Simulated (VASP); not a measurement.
Computed with r2SCAN meta-GGA, VASP's PBE PAW potentials (set 64) (plane waves; VASP 6.6.1).

Input for VASP

### KPOINTS
```
Automatic mesh
0
gamma
7 7 2
```

### POSCAR
```
MoTe2
1
    1.7765342594    -3.0770471664     0.0000000000
    1.7765342594     3.0770471664     0.0000000000
    0.0000000000    -0.0000000000    14.6429609296
Te Mo
4 2
Direct
  0.3333330000   0.6666670000   0.8721522045
  0.6666670000   0.3333330000   0.3721522045
  0.6666670000   0.3333330000   0.1278477955
  0.3333330000   0.6666670000   0.6278477955
  0.3333330000   0.6666670000   0.2500000000
  0.6666670000   0.3333330000   0.7500000000
```

### INCAR
```
LREAL = .False.
PREC = Accurate
ALGO = Normal   ! blocked Davidson
LCHARG = .False.
METAGGA = R2SCAN
NSW = 60
LWAVE = .False.
ISMEAR = 0   ! Gaussian
ENCUT = 400   ! plane-wave cut-off (eV)
IBRION = 2
SYSTEM = MoTe2
LMIXTAU = .True.
EDIFFG = -0.02   ! ionic stop
ISIF = 3
SIGMA = 0.05
LASPH = .True.
EDIFF = 1E-6
NELM = 100
LMAXMIX = 4   ! l cut-off of mixed one-centre charges
```

POTCAR, in this order: Te Mo_sv (PBE.64 set). Program: vasp_std.

What VASP printed:

File OUTCAR:
```
 ion  position               nearest neighbor table
   1  0.333  0.667  0.872-   6 2.72   6 2.72   6 2.72   4 3.58
   2  0.667  0.333  0.372-   5 2.72   5 2.72   5 2.72   3 3.58
   3  0.667  0.333  0.128-   5 2.72   5 2.72   5 2.72   2 3.58
   4  0.333  0.667  0.628-   6 2.72   6 2.72   6 2.72   1 3.58
   5  0.333  0.667  0.250-   2 2.72   3 2.72   2 2.72   3 2.72   2 2.72   3 2.72
   6  0.667  0.333  0.750-   1 2.72   4 2.72   1 2.72   4 2.72   1 2.72   4 2.72
  LATTYP: Found a hexagonal cell.
 ALAT       =     3.5530681444
 C/A-ratio  =     4.1212158997
 Subroutine PRICEL returns:
 Original cell was already a primitive cell.
 Subroutine GETGRP returns: Found 24 space group operations
The static configuration has the point symmetry D_3d.
 The point group associated with its full space group is D_6h.
The dynamic configuration has the point symmetry D_3d.
 Subroutine INISYM returns: Found 24 space group operations
 Subroutine IBZKPT returns following result:
 Found     16 irreducible k-points:

 Following reciprocal coordinates:
            Coordinates               Weight
  0.000000  0.000000  0.000000      1.000000
  0.142857 -0.000000  0.000000      6.000000
  0.285714 -0.000000  0.000000      6.000000
...
```

File OSZICAR:
```
       N       E                     dE             d eps       ncg     rms          rms(c)
DAV:   1     0.219330490599E+03    0.21933E+03   -0.24932E+04  1216   0.125E+03
DAV:   2    -0.149894677979E+03   -0.36923E+03   -0.36225E+03  1267   0.319E+02
DAV:   3    -0.170898668900E+03   -0.21004E+02   -0.20792E+02  1220   0.640E+01
DAV:   4    -0.171522204793E+03   -0.62354E+00   -0.62041E+00  1251   0.108E+01
DAV:   5    -0.171543943728E+03   -0.21739E-01   -0.21719E-01  1344   0.198E+00    0.239E+01
DAV:   6    -0.164134913144E+03    0.74090E+01   -0.94122E+00  1132   0.227E+01    0.856E+00
DAV:   7    -0.160415279542E+03    0.37196E+01   -0.38587E+00  1217   0.873E+00    0.475E+00
DAV:   8    -0.158871292568E+03    0.15440E+01   -0.21677E+00  1274   0.750E+00    0.432E+00
DAV:   9    -0.157643673860E+03    0.12276E+01   -0.23271E-01  1147   0.299E+00    0.196E+00
DAV:  10    -0.156830656961E+03    0.81302E+00   -0.44838E-01  1348   0.434E+00    0.524E-01
DAV:  11    -0.156025957071E+03    0.80470E+00   -0.11614E-01  1069   0.219E+00    0.572E-01
DAV:  12    -0.156002740384E+03    0.23217E-01   -0.41155E-03  1209   0.411E-01    0.299E-01
DAV:  13    -0.155476611244E+03    0.52613E+00   -0.13159E-01  1041   0.211E+00    0.204E-01
DAV:  14    -0.155413865852E+03    0.62745E-01   -0.78576E-03  1154   0.490E-01    0.233E-01
DAV:  15    -0.155333267914E+03    0.80598E-01   -0.34477E-02  1013   0.117E+00    0.280E-01
DAV:  16    -0.155434609307E+03   -0.10134E+00   -0.67342E-02  1014   0.170E+00    0.411E-01
DAV:  17    -0.155570875538E+03   -0.13627E+00   -0.30247E-02   992   0.977E-01    0.488E-01
DAV:  18    -0.155611593728E+03   -0.40718E-01   -0.47141E-03  1147   0.437E-01    0.418E-01
DAV:  19    -0.155641319493E+03   -0.29726E-01   -0.37176E-03  1020   0.411E-01    0.453E-01
DAV:  20    -0.155642894720E+03   -0.15752E-02   -0.61458E-03  1290   0.431E-01    0.260E-01
DAV:  21    -0.155654547457E+03   -0.11653E-01   -0.63728E-03  1104   0.451E-01    0.323E-01
DAV:  22    -0.155655504093E+03   -0.95664E-03   -0.91226E-04  1194   0.175E-01    0.363E-01
DAV:  23    -0.155655701911E+03   -0.19782E-03   -0.22712E-03  1097   0.198E-01    0.444E-01
DAV:  24    -0.155655925375E+03   -0.22346E-03   -0.16660E-03  1239   0.159E-01    0.430E-01
DAV:  25    -0.155656306394E+03   -0.38102E-03   -0.44936E-04  1342   0.951E-02    0.347E-01
DAV:  26    -0.155656356978E+03   -0.50584E-04   -0.88529E-04  1104   0.159E-01    0.138E-01
DAV:  27    -0.155656566986E+03   -0.21001E-03   -0.29651E-04  1239   0.958E-02    0.730E-02
DAV:  28    -0.155656579751E+03   -0.12766E-04   -0.63562E-05  1076   0.531E-02    0.636E-02
DAV:  29    -0.155656513657E+03    0.66094E-04   -0.14312E-04  1080   0.536E-02    0.283E-02
DAV:  30    -0.155656615066E+03   -0.10141E-03   -0.80405E-05  1065   0.649E-02    0.175E-02
DAV:  31    -0.155656615637E+03   -0.57177E-06   -0.10235E-05  1154   0.177E-02    0.157E-02
DAV:  32    -0.155656617660E+03   -0.20222E-05   -0.18965E-06   713   0.829E-03    0.129E-02
DAV:  33    -0.155656621678E+03   -0.40179E-05   -0.39035E-06   941   0.110E-02    0.869E-03
DAV:  34    -0.155656618335E+03    0.33423E-05   -0.64037E-06   982   0.114E-02    0.655E-03
DAV:  35    -0.155656621680E+03   -0.33451E-05   -0.13557E-06   553   0.748E-03    0.656E-03
DAV:  36    -0.155656622664E+03   -0.98365E-06   -0.54170E-07   545   0.476E-03
   1 F= -.15565662E+03 E0= -.15565662E+03  d E =-.155657E+03
       N       E                     dE             d eps       ncg     rms          rms(c)
DAV:   1    -0.155746274259E+03   -0.89653E-01   -0.21871E+00  1030   0.113E+01    0.265E+00
DAV:   2    -0.155690032753E+03    0.56242E-01   -0.98175E-01  1109   0.532E+00    0.141E+00
DAV:   3    -0.155641098475E+03    0.48934E-01   -0.25376E-01  1118   0.201E+00    0.633E-01
DAV:   4    -0.155647941672E+03   -0.68432E-02   -0.16137E-02  1006   0.633E-01    0.219E-01
DAV:   5    -0.155648580673E+03   -0.63900E-03   -0.62742E-03  1156   0.442E-01    0.129E-01
DAV:   6    -0.155651791853E+03   -0.32112E-02   -0.16626E-03  1176   0.216E-01    0.695E-02
DAV:   7    -0.155652352147E+03   -0.56029E-03   -0.70689E-04  1220   0.145E-01    0.382E-02
DAV:   8    -0.155653009662E+03   -0.65752E-03   -0.67718E-04  1162   0.146E-01    0.358E-02
DAV:   9    -0.155653202113E+03   -0.19245E-03   -0.12026E-04  1006   0.748E-02    0.715E-03
DAV:  10    -0.155653229513E+03   -0.27400E-04   -0.21999E-05  1153   0.334E-02    0.368E-03
DAV:  11    -0.155653232457E+03   -0.29448E-05   -0.11806E-06   713   0.681E-03    0.160E-03
DAV:  12    -0.155653235599E+03   -0.31419E-05   -0.30951E-06   905   0.116E-02    0.181E-03
DAV:  13    -0.155653236846E+03   -0.12467E-05   -0.16504E-07   538   0.268E-03    0.121E-03
DAV:  14    -0.155653236145E+03    0.70091E-06   -0.59210E-08   517   0.133E-03
   2 F= -.15565324E+03 E0= -.15565324E+03  d E =0.338652E-02
       N       E                     dE             d eps       ncg     rms          rms(c)
DAV:   1    -0.155696143961E+03   -0.42907E-01   -0.91167E-01  1022   0.731E+00    0.179E+00
DAV:   2    -0.155670314893E+03    0.25829E-01   -0.35591E-01  1109   0.328E+00    0.858E-01
DAV:   3    -0.155653648610E+03    0.16666E-01   -0.95262E-02  1126   0.124E+00    0.410E-01
DAV:   4    -0.155655537223E+03   -0.18886E-02   -0.60842E-03  1006   0.423E-01    0.133E-01
DAV:   5    -0.155655831338E+03   -0.29411E-03   -0.28246E-03  1172   0.290E-01    0.107E-01
DAV:   6    -0.155657503044E+03   -0.16717E-02   -0.11077E-03  1164   0.173E-01    0.582E-02
DAV:   7    -0.155657742546E+03   -0.23950E-03   -0.35224E-04  1220   0.959E-02    0.227E-02
DAV:   8    -0.155658000901E+03   -0.25836E-03   -0.18434E-04  1153   0.824E-02    0.201E-02
DAV:   9    -0.155658047111E+03   -0.46210E-04   -0.30899E-05  1063   0.377E-02    0.514E-03
DAV:  10    -0.155658073458E+03   -0.26347E-04   -0.89527E-06   955   0.212E-02    0.250E-03
DAV:  11    -0.155658073536E+03   -0.77418E-07   -0.12243E-06   601   0.694E-03
   3 F= -.15565807E+03 E0= -.15565807E+03  d E =-.145087E-02
```

OUTCAR:
```
------------------------ aborting loop because EDIFF is reached ----------------------------------------
  FORCE on cell =-STRESS in cart. coord.  units (eV):
  Direction    XX          YY          ZZ          XY          YZ          ZX
  --------------------------------------------------------------------------------------
  Total        0.0796428      0.0796428     -0.0922652      0.0000000      0.0000000      0.0000000
  in kB        0.7934190      0.7934188     -0.9191665      0.0000000      0.0000000      0.0000000
  external PRESSURE =       0.2225571 kB  Pullay stress =       0.0000000 kB
  volume of cell :      160.83
      direct lattice vectors                 reciprocal lattice vectors
     1.779193773 -3.081653577 -0.000000000     0.281026163 -0.162250554  0.000000000
     1.779193773  3.081653577  0.000000000     0.281026163  0.162250554  0.000000000
    -0.000000000  0.000000000 14.666193458    -0.000000000 -0.000000000  0.068184018
 POSITION                                       TOTAL-FORCE (eV/Angst)
 -----------------------------------------------------------------------------------
      1.77919      1.02722     12.79261        -0.000000      0.000000     -0.002629
      1.77919     -1.02722      5.45951        -0.000000     -0.000000     -0.002629
      1.77919     -1.02722      1.87359        -0.000000     -0.000000      0.002629
      1.77919      1.02722      9.20668        -0.000000      0.000000      0.002629
      1.77919      1.02722      3.66655         0.000000      0.000000      0.000000
      1.77919     -1.02722     10.99965        -0.000000     -0.000000      0.000000
 -----------------------------------------------------------------------------------
    total drift:                                0.000265      0.001644     -0.000026
  FREE ENERGIE OF THE ION-ELECTRON SYSTEM (eV)
  ---------------------------------------------------
  free  energy   TOTEN  =      -155.6580735357 eV

  energy  without entropy=     -155.6580735357  energy(sigma->0) =     -155.65807354

 reached required accuracy - stopping structural energy minimisation
```
(Selected blocks of OUTCAR.)

File CONTCAR:
```
MoTe2
   1.00000000000000
     1.7791937727488483   -3.0816535767022692   -0.0000000000000000
     1.7791937727488483    3.0816535767022692    0.0000000000000000
    -0.0000000000000000    0.0000000000000000   14.6661934580226188
  Te              Mo
     4     2
Direct
     0.3333330000000032    0.6666669999999968    0.8722513201229427
     0.6666669999999968    0.3333330000000032    0.3722513201229428
     0.6666669999999968    0.3333330000000032    0.1277486798770572
     0.3333330000000032    0.6666669999999968    0.6277486798770573
     0.3333330000000032    0.6666669999999968    0.2500000000000000
     0.6666669999999968    0.3333330000000032    0.7500000000000000
```

The compound is MoTe2 in the 2H layered structure. This run relaxes it. Symmetry was kept, so distortions that lower it aren't found. The start is the result of an earlier pass.
